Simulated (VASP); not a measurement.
# The low-index faces of Pt

How do surface energy, work function and relaxation of Pt depend on the face?

Calculated with VASP 6.6.1; PBE; plane waves and PAW (Pt).

## Step 1: The structure

The structure is cubic, space group Fm-3m (No. 225). The conventional cell has a = 3.920 Å, b = 3.920 Å, c = 3.920 Å, α = 90.00°, β = 90.00°, γ = 90.00°. Nearest to Pt lie 12 Pt at 2.77 Å.

## Step 2: The bulk reference, job relaxation, k-mesh 17×17×17

The bulk crystal is relaxed first, so that the slabs are cut at this functional's lattice.

The input, INCAR:

```
SYSTEM = Pt
PREC = Accurate
ENCUT = 420
EDIFF = 1E-06
NELM = 120
ISMEAR = 1
SIGMA = 0.15
LREAL = .FALSE.
ALGO = Normal
GGA = PE
NBANDS = 11
LASPH = .TRUE.
LORBIT = 11
LWAVE = .FALSE.
LCHARG = .FALSE.
KPAR = 4
IBRION = 2
NSW = 30
ISIF = 3
EDIFFG = -0.01
POTIM = 0.4
```

The input, POSCAR:

```
Pt
1.0
    0.0000000000      1.9600000000      1.9600000000
    1.9600000000      0.0000000000      1.9600000000
    1.9600000000      1.9600000000      0.0000000000
Pt
1
Direct
    0.0000000000      0.0000000000      0.0000000000
```

The input, KPOINTS:

```
Automatic mesh
0
Gamma
17 17 17
0 0 0
```

The projector-augmented-wave data sets are Pt (PBE family, release 64).

Run with:

```console
mpirun -np 4 vasp_std
```

The log of the run:

```text
[banner, memory and clock lines left out]
running    4 mpi-ranks, on    1 nodes
 distrk:  each k-point on    1 cores,    4 groups
 distr:  one band on    1 cores,    1 groups

 POSCAR found type information on POSCAR Pt
 POSCAR found :  1 types and       1 ions
 LDA part: xc-table for (Slater+PW92), standard interpolation
 POSCAR, INCAR and KPOINTS ok, starting setup
 FFT: planning ... GRIDC
 FFT: planning ... GRID_SOFT
 FFT: planning ... GRID
 WAVECAR not read
 entering main loop
       N       E                     dE             d eps       ncg     rms          rms(c)
DAV:   1     0.317507139834E+02    0.31751E+02   -0.46465E+03  3849   0.696E+02
DAV:   2    -0.601360281529E+01   -0.37764E+02   -0.36077E+02  4209   0.157E+02
DAV:   3    -0.645721824492E+01   -0.44362E+00   -0.44151E+00  4221   0.161E+01
DAV:   4    -0.645896622786E+01   -0.17480E-02   -0.17478E-02  4173   0.119E+00
DAV:   5    -0.645898024037E+01   -0.14013E-04   -0.14012E-04  4269   0.986E-02    0.130E+01
DAV:   6    -0.612721492893E+01    0.33177E+00   -0.74270E-01  3924   0.688E+00    0.686E+00
DAV:   7    -0.608796678686E+01    0.39248E-01   -0.14789E-01  4143   0.298E+00    0.251E+00
DAV:   8    -0.608466539238E+01    0.33014E-02   -0.70473E-03  3954   0.718E-01    0.592E-01
DAV:   9    -0.608442750697E+01    0.23789E-03   -0.23417E-04  4068   0.132E-01    0.527E-02
DAV:  10    -0.608443047724E+01   -0.29703E-05   -0.57474E-06  4631   0.181E-02    0.676E-03
DAV:  11    -0.608443041885E+01    0.58395E-07   -0.31639E-08  2241   0.169E-03
   1 F= -.60844304E+01 E0= -.60838208E+01  d E =-.608443E+01
 curvature:   0.00 expect dE= 0.000E+00 dE for cont linesearch  0.000E+00
 trial: gam= 0.00000 g(F)=  0.916E-67 g(S)=  0.102E+00 ort = 0.000E+00 (trialstep = 0.100E+01)
 search vector abs. value=  0.102E+00
 bond charge predicted
       N       E                     dE             d eps       ncg     rms          rms(c)
DAV:   1    -0.708651089401E+01   -0.10021E+01   -0.20949E+01  3762   0.417E+01    0.638E+00
DAV:   2    -0.607898941894E+01    0.10075E+01   -0.32614E+00  3729   0.130E+01    0.355E+00
DAV:   3    -0.604148928125E+01    0.37500E-01   -0.18310E-01  4179   0.297E+00    0.230E+00
DAV:   4    -0.604419784147E+01   -0.27086E-02   -0.62176E-03  3983   0.478E-01    0.511E-01
DAV:   5    -0.604462896355E+01   -0.43112E-03   -0.57383E-04  4758   0.102E-01    0.491E-02
DAV:   6    -0.604466823863E+01   -0.39275E-04   -0.19518E-05  4180   0.227E-02    0.285E-03
DAV:   7    -0.604466776869E+01    0.46994E-06   -0.26998E-07  3120   0.466E-03
   2 F= -.60446678E+01 E0= -.60440019E+01  d E =0.397627E-01
[...]
3 F= -.61009487E+01 E0= -.61003399E+01  d E =-.165183E-01
 curvature:  -0.19 expect dE=-0.752E-05 dE for cont linesearch -0.752E-05
 ZBRENT: interpolating
 opt :   0.3350  next Energy=    -6.100955 (dE=-0.165E-01)
 bond charge predicted
       N       E                     dE             d eps       ncg     rms          rms(c)
DAV:   1    -0.610100408654E+01   -0.55360E-04   -0.97124E-04  3804   0.287E-01    0.452E-02
DAV:   2    -0.610095838887E+01    0.45698E-04   -0.12589E-04  3762   0.840E-02    0.177E-02
DAV:   3    -0.610095659248E+01    0.17964E-05   -0.11397E-05  3978   0.239E-02    0.103E-02
DAV:   4    -0.610095738099E+01   -0.78850E-06   -0.43821E-07  2135   0.436E-03
   4 F= -.61009574E+01 E0= -.61003489E+01  d E =-.165270E-01
 curvature:  -0.17 expect dE=-0.129E-06 dE for cont linesearch -0.129E-06
 trial: gam= 0.00000 g(F)=  0.547E-63 g(S)=  0.768E-06 ort =-0.280E-03 (trialstep = 0.867E+00)
 search vector abs. value=  0.768E-06
 reached required accuracy - stopping structural energy minimisation
```

Run time: 23 s. Hardware: 4 MPI ranks of AMD EPYC 7R43, shared host; peak memory 0.49 GiB; 88 s of CPU time.

Lines that name or quote the potential files are left out of all logs, and their timing lines are given in words.

From OUTCAR (step 2):

```text
ion  position               nearest neighbor table
   1  0.000  0.000  0.000-

  LATTYP: Found a face centered cubic cell.
 ALAT       =     3.9200000000

 Subroutine GETGRP returns: Found 48 space group operations
 (whereof 48 operations were pure point group operations)

The static configuration has the point symmetry O_h .

 Found    165 irreducible k-points:

   k-points           NKPTS =    165   k-points in BZ     NKDIM =    165   number of bands    NBANDS=     11

   dimension x,y,z NGX =    20 NGY =   20 NGZ =   20
   dimension x,y,z NGXF=    40 NGYF=   40 NGZF=   40

   ENCUT  =  420.0 eV  30.87 Ry    5.56 a.u.   4.63  4.63  4.63*2*pi/ulx,y,z

   NELECT =      10.0000    total number of electrons

 k-points in reciprocal lattice and weights: Automatic mesh
   0.00000000  0.00000000  0.00000000       0.000
   0.05882353  0.00000000  0.00000000       0.002
   0.11764706  0.00000000  0.00000000       0.002
   0.17647059  0.00000000  0.00000000       0.002
   0.23529412  0.00000000  0.00000000       0.002
   0.29411765  0.00000000  0.00000000       0.002
   0.35294118  0.00000000  0.00000000       0.002
   0.41176471  0.00000000  0.00000000       0.002
   0.47058824  0.00000000  0.00000000       0.002
[...]
-0.29411765  0.47058824  0.17647059       0.005
  -0.29411765  0.47058824  0.23529412       0.005

 average (electrostatic) potential at core
       1 -63.4308

 E-fermi :  10.5979

 k-point     1 :       0.0000    0.0000    0.0000
  band No.  band energies     occupation
    ...
      2       7.0307      2.00000
      3       7.0307      2.00000
      4       7.0307      2.00000
      5       9.0666      2.00000
      6       9.0666      2.00000
      7      25.3404      0.00000
      8      30.1123      0.00000
      9      30.1123      0.00000
     10      30.1123      0.00000
     11      35.3308      0.00000

 k-point     2 :       0.0588    0.0000    0.0000
  band No.  band energies     occupation
    ...
      2       6.9719      2.00000
      3       7.0835      2.00000
      4       7.0835      2.00000
      5       9.0376      2.00000
      6       9.0376      2.00000
      7      25.5449      0.00000
      8      29.3756      0.00000
      9      30.3143      0.00000
     10      30.3143      0.00000
     11      36.1181      0.00000

 k-point     3 :       0.1176    0.0000    0.0000
  band No.  band energies     occupation
    ...
      2       6.8243      2.00000
      3       7.2192      2.00000
      4       7.2192      2.00000
      5       8.9791      2.00000
      6       8.9791      2.00000
      7      26.0897      0.00000
      8      27.8625      0.00000
      9      30.8981      0.00000
     10      30.8981      0.00000
     11      36.5640      0.00000

  Total       -0.0025747     -0.0025747     -0.0025747      0.0000000     -0.0000000      0.0000000
  in kB       -0.2642066     -0.2642066     -0.2642066      0.0000000     -0.0000000      0.0000000
  external PRESSURE =      -0.2642066 kB  Pullay stress =       0.0000000 kB

  energy-cutoff  :      420.00
  volume of cell :       15.61
      direct lattice vectors                 reciprocal lattice vectors
     0.000000000  1.983763399  1.983763399    -0.252046187  0.252046187  0.252046187
     1.983763399  0.000000000  1.983763399     0.252046187 -0.252046187  0.252046187
     1.983763399  1.983763399  0.000000000     0.252046187  0.252046187 -0.252046187

 POSITION                                       TOTAL-FORCE (eV/Angst)
 -----------------------------------------------------------------------------------
      0.00000      0.00000      0.00000         0.000000     -0.000000     -0.000000
 -----------------------------------------------------------------------------------
    total drift:                               -0.000000     -0.000000     -0.000000

  FREE ENERGIE OF THE ION-ELECTRON SYSTEM (eV)
  ---------------------------------------------------
  free  energy   TOTEN  =        -6.1009573810 eV

  energy  without entropy=       -6.0991318022  energy(sigma->0) =       -6.10034885

 reached required accuracy - stopping structural energy minimisation

 total charge
# of ion       s       p       d       tot
------------------------------------------
    1        0.620   0.569   8.020   9.209

[... 3 further parts left out ...]
```

CONTCAR:

```
Pt
   1.00000000000000
     0.0000000000000000    1.9837633987639696    1.9837633987639696
     1.9837633987639696    0.0000000000000000    1.9837633987639696
     1.9837633987639696    1.9837633987639696    0.0000000000000000
  Pt
     1
Direct
     0.0000000000000000    0.0000000000000000    0.0000000000000000
```

The run keeps the 48 symmetry operations of its start, so it cannot find a distortion of lower symmetry.

The steps of the relaxation:

| step | energy less that of the first step (eV) | largest force (eV/Å) | pressure (GPa) | volume (Å³) |
| --- | --- | --- | --- | --- |
| 1 | 0.0000 | 0.0000 | 9.98 | 15.06 |
| 2 | 0.0398 | 0.0000 | -14.64 | 16.75 |
| 3 | -0.0165 | 0.0000 | -0.19 | 15.62 |
| 4 | -0.0165 | 0.0000 | -0.03 | 15.61 |

| conventional cell, symmetrised | before | after | change |
| --- | --- | --- | --- |
| a (Å) | 3.920 | 3.968 | +1.2 % |
| b (Å) | 3.920 | 3.968 | +1.2 % |
| c (Å) | 3.920 | 3.968 | +1.2 % |
| volume (Å³/atom) | 15.06 | 15.61 | +3.7 % |

The relaxed structure:

```xyz
1
Lattice="0.0000 1.9838 1.9838 1.9838 0.0000 1.9838 1.9838 1.9838 0.0000" Properties=species:S:1:pos:R:3 pbc="T T T"
Pt    0.0000    0.0000    0.0000
```

This step gave:

```
electronic cycles       : 29
electrons               : 10
free energy (TOTEN)     : -6.101 eV
energy at zero smearing : -6.100 eV
Fermi energy            : 10.60 eV
metallic                : yes
```

The run ended after 4 ionic steps, 0.017 eV below its first step, once forces and stress met EDIFFG = -0.01.

Energy at zero smearing: -6.10035 eV.

## Step 3: The bulk reference, job self-consistent run, k-mesh 20×20×20

The input, INCAR:

```
SYSTEM = Pt
PREC = Normal
ENCUT = 320
EDIFF = 1E-06
NELM = 120
ISMEAR = 1
SIGMA = 0.15
LREAL = .FALSE.
ALGO = Fast
GGA = PE
NBANDS = 11
LASPH = .TRUE.
LORBIT = 11
LWAVE = .FALSE.
LCHARG = .FALSE.
KPAR = 4
```

The input, POSCAR:

```
Pt
1.0
    0.0000000000      1.9837633988      1.9837633988
    1.9837633988      0.0000000000      1.9837633988
    1.9837633988      1.9837633988      0.0000000000
Pt
1
Direct
    0.0000000000      0.0000000000      0.0000000000
```

The input, KPOINTS:

```
Automatic mesh
0
Gamma
20 20 20
0 0 0
```

Run with:

```console
mpirun -np 4 vasp_std
```

The log of the run:

```text
[... set-up lines as in an earlier step ...]
 entering main loop
       N       E                     dE             d eps       ncg     rms          rms(c)
DAV:   1     0.210360884884E+02    0.21036E+02   -0.39087E+03  6640   0.539E+02
DAV:   2    -0.619962713328E+01   -0.27236E+02   -0.26026E+02  6539   0.129E+02
DAV:   3    -0.647639421157E+01   -0.27677E+00   -0.27554E+00  6513   0.119E+01
DAV:   4    -0.647751898058E+01   -0.11248E-02   -0.11247E-02  6475   0.911E-01
DAV:   5    -0.647752843338E+01   -0.94528E-05   -0.94533E-05  6593   0.770E-02    0.116E+01
RMM:   6    -0.613716222902E+01    0.34037E+00   -0.35752E-01  5668   0.506E+00    0.616E+00
RMM:   7    -0.610351326522E+01    0.33649E-01   -0.63451E-02  5936   0.231E+00    0.246E+00
RMM:   8    -0.610068411809E+01    0.28291E-02   -0.69794E-03  5953   0.686E-01    0.557E-01
RMM:   9    -0.610042638948E+01    0.25773E-03   -0.70684E-04  6391   0.221E-01    0.383E-02
RMM:  10    -0.610044148252E+01   -0.15093E-04   -0.11741E-04  6610   0.739E-02    0.536E-02
RMM:  11    -0.610044273414E+01   -0.12516E-05   -0.13230E-05  6339   0.249E-02    0.558E-03
RMM:  12    -0.610044320746E+01   -0.47332E-06   -0.30552E-06  5162   0.116E-02
   1 F= -.61004432E+01 E0= -.61004283E+01  d E =-.447206E-04
```

Wall time 4.4 s (4 MPI ranks); peak memory 0.35 GiB.

From OUTCAR (step 3):

```text
  LATTYP: Found a face centered cubic cell.
 ALAT       =     3.9675267976

The static configuration has the point symmetry O_h .

 Found    256 irreducible k-points:

   k-points           NKPTS =    256   k-points in BZ     NKDIM =    256   number of bands    NBANDS=     11

   dimension x,y,z NGX =    12 NGY =   12 NGZ =   12
   dimension x,y,z NGXF=    24 NGYF=   24 NGZF=   24

   ENCUT  =  320.0 eV  23.52 Ry    4.85 a.u.   4.09  4.09  4.09*2*pi/ulx,y,z

   NELECT =      10.0000    total number of electrons

 E-fermi :  10.6134

 k-point     1 :       0.0000    0.0000    0.0000
  band No.  band energies     occupation
    ...
      2       7.0361      2.00000
      3       7.0361      2.00000
      4       7.0361      2.00000
      5       9.0715      2.00000
      6       9.0715      2.00000
      7      25.3412      0.00000
      8      30.1116      0.00000
      9      30.1116      0.00000
     10      30.1116      0.00000
     11      35.3317      0.00000

 k-point     2 :       0.0500    0.0000    0.0000
  band No.  band energies     occupation
    ...
      2       6.9933      2.00000
      3       7.0747      2.00000
      4       7.0747      2.00000
      5       9.0501      2.00000
      6       9.0501      2.00000
      7      25.4902      0.00000
      8      29.5594      0.00000
      9      30.2580      0.00000
     10      30.2580      0.00000
     11      35.9293      0.00000

  Total       -0.0965722     -0.0965722     -0.0965722      0.0000000      0.0000000      0.0000000
  in kB       -9.9097640     -9.9097640     -9.9097640      0.0000000      0.0000000      0.0000000
  external PRESSURE =      -9.9097640 kB  Pullay stress =       0.0000000 kB

  energy-cutoff  :      320.00
  volume of cell :       15.61
      direct lattice vectors                 reciprocal lattice vectors
     0.000000000  1.983763399  1.983763399    -0.252046187  0.252046187  0.252046187
     1.983763399  0.000000000  1.983763399     0.252046187 -0.252046187  0.252046187
     1.983763399  1.983763399  0.000000000     0.252046187  0.252046187 -0.252046187

 POSITION                                       TOTAL-FORCE (eV/Angst)
 -----------------------------------------------------------------------------------
      0.00000      0.00000      0.00000         0.000000      0.000000      0.000000
 -----------------------------------------------------------------------------------
    total drift:                               -0.000000     -0.000000     -0.000000

  FREE ENERGIE OF THE ION-ELECTRON SYSTEM (eV)
  ---------------------------------------------------
  free  energy   TOTEN  =        -6.1004432075 eV

  energy  without entropy=       -6.1003984868  energy(sigma->0) =       -6.10042830

 total charge
# of ion       s       p       d       tot
------------------------------------------
    1        0.620   0.569   8.016   9.205

[... 2 parts as in an earlier step ...]

[... 6 further parts left out ...]
```

Numbers from this step:

* electronic cycles: 12
* free energy (TOTEN): -6.100 eV
* Fermi energy: 10.61 eV

Energy at zero smearing: -6.10043 eV.

The run ends at a pressure of -0.99 GPa.

(Part 1 of 5 ends here.)

[Lines on the potential files, build, host, timing and source positions are cut from VASP's logs without a mark.]

[Logs are printed without paths, hosts, clocks, repeated set-up lines and the standing remarks that a program may print on its own settings, such as how far it seeks lower states.]

[Hosts, paths, dates, database ids (printed as entryN), source tags and the programs' standing remarks are cut or masked in the printed files.]

[Runs that stopped without an error message from VASP are left out.]
